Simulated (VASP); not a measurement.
Level of theory: SCAN meta-GGA, VASP's PBE PAW potentials (set 64) (plane waves; VASP).

Input for VASP

POSCAR:
```
CsSnI3
12.3354850
  0.5000000108   0.0000000000   0.0000000000
  0.0000000000   0.5000000108   0.0000000000
  0.0000000000   0.0000000000   0.5000000108
Cs Sn I
1 1 3
Direct
  0.0000000000   0.0000000000   0.0000000000
  0.5000000000   0.5000000000   0.5000000000
  0.5000000000   0.0000000000   0.5000000000
  0.0000000000   0.5000000000   0.5000000000
  0.5000000000   0.5000000000   0.0000000000
```

File KPOINTS:
```
Automatic mesh
0
Gamma
4 4 4
0 0 0
```

### INCAR
```
ALGO = Normal
EDIFF = 1E-7
ENCUT = 520
ISIF = 2
ISMEAR = 0
LASPH = .True.
LCHARG = .False.
LMAXMIX = 4
LMIXTAU = .True.
LREAL = .False.
LWAVE = .False.
METAGGA = SCAN
NELM = 100
PREC = Accurate
SIGMA = 0.05
SYSTEM = CsSnI3
```

POTCAR, in this order: Cs_sv Sn_d I (PBE.64 set). Program: vasp_std.

What VASP printed:

OUTCAR:
```
 ion  position               nearest neighbor table
   1  0.000  0.000  0.000-
   2  0.500  0.500  0.500-   3 3.08   4 3.08   5 3.08   5 3.08   3 3.08   4 3.08
   3  0.500  0.000  0.500-   2 3.08   2 3.08
   4  0.000  0.500  0.500-   2 3.08   2 3.08
   5  0.500  0.500  0.000-   2 3.08   2 3.08
  LATTYP: Found a simple cubic cell.
 ALAT       =     6.1677426333
 Subroutine PRICEL returns:
 Original cell was already a primitive cell.
 Subroutine GETGRP returns: Found 48 space group operations
The static configuration has the point symmetry O_h .
The dynamic configuration has the point symmetry O_h .
 Subroutine INISYM returns: Found 48 space group operations
 Subroutine IBZKPT returns following result:
 Found     10 irreducible k-points:

 Following reciprocal coordinates:
            Coordinates               Weight
  0.000000  0.000000  0.000000      1.000000
  0.250000  0.000000  0.000000      6.000000
  0.500000  0.000000  0.000000      3.000000
  0.250000  0.250000  0.000000     12.000000
  0.500000  0.250000  0.000000     12.000000
  0.500000  0.500000  0.000000      3.000000
  0.250000  0.250000  0.250000      8.000000
  0.500000  0.250000  0.250000     12.000000
  0.500000  0.500000  0.250000      6.000000
  0.500000  0.500000  0.500000      1.000000
   k-points           NKPTS =     10   k-points in BZ     NKDIM =     10   number of bands    NBANDS=     26
   number of dos      NEDOS =    301   number of ions     NIONS =      5
   total plane-waves  NPLWV = 110592
   dimension x,y,z NGX =    48 NGY =   48 NGZ =   48
   dimension x,y,z NGXF=    96 NGYF=   96 NGZF=   96
   ions per type =               1   1   3
   PREC   = accura    normal or accurate (medium, high low for compatibility)
   ISTART =      0    job   : 0-new  1-cont  2-samecut
   ICHARG =      2    charge: 1-file 2-atom 10-const
   ISPIN  =      1    spin polarized calculation?
   LNONCOLLINEAR =      F non collinear calculations
...
```

### OSZICAR
```
       N       E                     dE             d eps       ncg     rms          rms(c)
DAV:   1     0.190045743774E+03    0.19005E+03   -0.18763E+04   520   0.159E+03
DAV:   2    -0.150916885929E+03   -0.34096E+03   -0.33440E+03   636   0.321E+02
DAV:   3    -0.194429235013E+03   -0.43512E+02   -0.43215E+02   614   0.128E+02
DAV:   4    -0.196256119915E+03   -0.18269E+01   -0.18230E+01   672   0.302E+01
DAV:   5    -0.196309544183E+03   -0.53424E-01   -0.53406E-01   764   0.501E+00    0.322E+00
DAV:   6    -0.192316306418E+03    0.39932E+01   -0.11806E+00   660   0.119E+01    0.301E+00
DAV:   7    -0.187789855739E+03    0.45265E+01   -0.11074E+00   560   0.592E+00    0.114E+00
DAV:   8    -0.188310892079E+03   -0.52104E+00   -0.40007E-01   606   0.425E+00    0.599E-01
DAV:   9    -0.188647540346E+03   -0.33665E+00   -0.24534E-01   524   0.422E+00    0.664E-01
DAV:  10    -0.188842882192E+03   -0.19534E+00   -0.36859E-01   524   0.632E+00    0.522E-01
DAV:  11    -0.188526056609E+03    0.31683E+00   -0.30148E-01   524   0.600E+00    0.174E-01
DAV:  12    -0.188653867717E+03   -0.12781E+00   -0.95116E-02   522   0.351E+00    0.170E-01
DAV:  13    -0.188651539264E+03    0.23285E-02   -0.21874E-03   652   0.343E-01    0.110E-01
DAV:  14    -0.188671973184E+03   -0.20434E-01   -0.11358E-02   526   0.113E+00    0.827E-02
DAV:  15    -0.188673295138E+03   -0.13220E-02   -0.10254E-03   598   0.254E-01    0.801E-02
DAV:  16    -0.188675388317E+03   -0.20932E-02   -0.28000E-03   532   0.508E-01    0.469E-02
DAV:  17    -0.188675488326E+03   -0.10001E-03   -0.70624E-04   532   0.269E-01    0.330E-02
DAV:  18    -0.188675501963E+03   -0.13637E-04   -0.14855E-03   532   0.392E-01    0.188E-02
DAV:  19    -0.188675579288E+03   -0.77325E-04   -0.17819E-04   540   0.126E-01    0.151E-02
DAV:  20    -0.188675644980E+03   -0.65692E-04   -0.11577E-04   532   0.126E-01    0.956E-03
DAV:  21    -0.188675667483E+03   -0.22503E-04   -0.72526E-05   532   0.926E-02    0.611E-03
DAV:  22    -0.188675669734E+03   -0.22510E-05   -0.18695E-05   532   0.468E-02    0.761E-03
DAV:  23    -0.188675678674E+03   -0.89405E-05   -0.81195E-06   536   0.322E-02    0.597E-03
DAV:  24    -0.188675688216E+03   -0.95419E-05   -0.63345E-06   534   0.274E-02    0.283E-03
DAV:  25    -0.188675688266E+03   -0.50163E-07   -0.52892E-07   588   0.763E-03
   1 F= -.18867569E+03 E0= -.18867569E+03  d E =-.166083E-06
```

File OUTCAR:
```
------------------------ aborting loop because EDIFF is reached ----------------------------------------
  FORCE on cell =-STRESS in cart. coord.  units (eV):
  Direction    XX          YY          ZZ          XY          YZ          ZX
  --------------------------------------------------------------------------------------
  Total        0.7406360      0.7406360      0.7406360      0.0000000      0.0000000      0.0000000
  in kB        5.0575091      5.0575091      5.0575091      0.0000000      0.0000000      0.0000000
  external PRESSURE =       5.0575091 kB  Pullay stress =       0.0000000 kB
  volume of cell :      234.63
      direct lattice vectors                 reciprocal lattice vectors
     6.167742633  0.000000000  0.000000000     0.162133873  0.000000000  0.000000000
     0.000000000  6.167742633  0.000000000     0.000000000  0.162133873  0.000000000
     0.000000000  0.000000000  6.167742633     0.000000000  0.000000000  0.162133873
 POSITION                                       TOTAL-FORCE (eV/Angst)
 -----------------------------------------------------------------------------------
      0.00000      0.00000      0.00000         0.000000      0.000000      0.000000
      3.08387      3.08387      3.08387         0.000000      0.000000      0.000000
      3.08387      0.00000      3.08387         0.000000      0.000000      0.000000
      0.00000      3.08387      3.08387         0.000000      0.000000      0.000000
      3.08387      3.08387      0.00000         0.000000      0.000000      0.000000
 -----------------------------------------------------------------------------------
    total drift:                                0.000000     -0.000000     -0.000000
  FREE ENERGIE OF THE ION-ELECTRON SYSTEM (eV)
  ---------------------------------------------------
  free  energy   TOTEN  =      -188.6756882664 eV

  energy  without entropy=     -188.6756881003  energy(sigma->0) =     -188.67568818
```
(Selected blocks of OUTCAR.)

The compound is CsSnI3 in the cubic perovskite structure, the ideal cubic form; the compound distorts at low or room temperature. This cell is one point of a volume scan, at 0.97 of the reference volume.
